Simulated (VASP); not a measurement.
Method: optB86b-vdW, VASP's PBE PAW potentials (set 64) (plane waves; VASP).

VASP ran on this input.

### KPOINTS
```
Automatic mesh
0
Gamma
4 4 4
0 0 0
```

### INCAR
```
SYSTEM = CsPbCl3
PREC = Accurate
ENCUT = 520
EDIFF = 1E-7
NELM = 100
ALGO = Normal
LREAL = .FALSE.
LASPH = .TRUE.
ISMEAR = 0
SIGMA = 0.05
GGA = MK
PARAM1 = 0.1234
PARAM2 = 1.0
LUSE_VDW = .TRUE.
AGGAC = 0.0
LMAXMIX = 4
LWAVE = .FALSE.
LCHARG = .FALSE.
ISIF = 2
```

File POSCAR:
```
CsPbCl3
5.7491040
  0.9999999517   0.0000000000   0.0000000000
  0.0000000000   0.9999999517   0.0000000000
  0.0000000000   0.0000000000   0.9999999517
Cs Pb Cl
1 1 3
Cart
  0.0000000000   0.0000000000   0.0000000000
  0.4999999758   0.4999999758   0.4999999758
  0.4999999758   0.0000000000   0.4999999758
  0.0000000000   0.4999999758   0.4999999758
  0.4999999758   0.4999999758   0.0000000000
```

POTCAR, in this order: Cs_sv Pb_d Cl (PBE.64 set). Program: vasp_std.

The run wrote:

### OSZICAR
```
       N       E                     dE             d eps       ncg     rms          rms(c)
DAV:   1     0.421509161223E+03    0.42151E+03   -0.19354E+04   520   0.153E+03
DAV:   2     0.437488221459E+02   -0.37776E+03   -0.36926E+03   652   0.340E+02
DAV:   3    -0.546689885417E+01   -0.49216E+02   -0.48137E+02   608   0.132E+02
DAV:   4    -0.751622454292E+01   -0.20493E+01   -0.20425E+01   724   0.351E+01
DAV:   5    -0.757301092112E+01   -0.56786E-01   -0.56754E-01   648   0.469E+00    0.460E+00
DAV:   6    -0.666151405709E+01    0.91150E+00   -0.19331E+00   692   0.149E+01    0.301E+00
DAV:   7    -0.661516651295E+01    0.46348E-01   -0.64992E-01   762   0.459E+00    0.173E+00
DAV:   8    -0.662703393851E+01   -0.11867E-01   -0.86097E-02   670   0.242E+00    0.294E-01
DAV:   9    -0.662504527476E+01    0.19887E-02   -0.20646E-02   748   0.107E+00    0.136E-01
DAV:  10    -0.662573813130E+01   -0.69286E-03   -0.21790E-03   570   0.303E-01    0.451E-02
DAV:  11    -0.662581061199E+01   -0.72481E-04   -0.20387E-04   738   0.127E-01    0.104E-02
DAV:  12    -0.662581514813E+01   -0.45361E-05   -0.19958E-05   720   0.483E-02    0.712E-03
DAV:  13    -0.662581460352E+01    0.54460E-06   -0.30004E-06   692   0.883E-03    0.204E-03
DAV:  14    -0.662581470709E+01   -0.10357E-06   -0.50103E-07   538   0.582E-03    0.606E-04
DAV:  15    -0.662581473718E+01   -0.30089E-07   -0.16372E-08   362   0.101E-03
   1 F= -.66258147E+01 E0= -.66258147E+01  d E =-.205408E-11
```

### OUTCAR
```
------------------------ aborting loop because EDIFF is reached ----------------------------------------
  FORCE on cell =-STRESS in cart. coord.  units (eV):
  Direction    XX          YY          ZZ          XY          YZ          ZX
  --------------------------------------------------------------------------------------
  Total       -1.4851027     -1.4851027     -1.4851027     -0.0000000     -0.0000000      0.0000000
  in kB      -12.5217962    -12.5217962    -12.5217962     -0.0000000     -0.0000000      0.0000000
  external PRESSURE =     -12.5217962 kB  Pullay stress =       0.0000000 kB
  volume of cell :      190.02
      direct lattice vectors                 reciprocal lattice vectors
     5.749103722  0.000000000  0.000000000     0.173940156  0.000000000  0.000000000
     0.000000000  5.749103722  0.000000000     0.000000000  0.173940156  0.000000000
     0.000000000  0.000000000  5.749103722     0.000000000  0.000000000  0.173940156
 POSITION                                       TOTAL-FORCE (eV/Angst)
 -----------------------------------------------------------------------------------
      0.00000      0.00000      0.00000         0.000000      0.000000      0.000000
      2.87455      2.87455      2.87455         0.000000      0.000000      0.000000
      2.87455      0.00000      2.87455         0.000000      0.000000      0.000000
      0.00000      2.87455      2.87455         0.000000      0.000000      0.000000
      2.87455      2.87455      0.00000         0.000000      0.000000      0.000000
 -----------------------------------------------------------------------------------
    total drift:                                0.000000     -0.000000     -0.000000
  FREE ENERGIE OF THE ION-ELECTRON SYSTEM (eV)
  ---------------------------------------------------
  free  energy   TOTEN  =        -6.6258147372 eV

  energy  without entropy=       -6.6258147372  energy(sigma->0) =       -6.62581474
```
(Selected blocks of OUTCAR.)

The compound is CsPbCl3 in the cubic perovskite structure, the ideal cubic form; the compound distorts at low or room temperature. This cell is one point of a volume scan, at 1.06 of the reference volume.
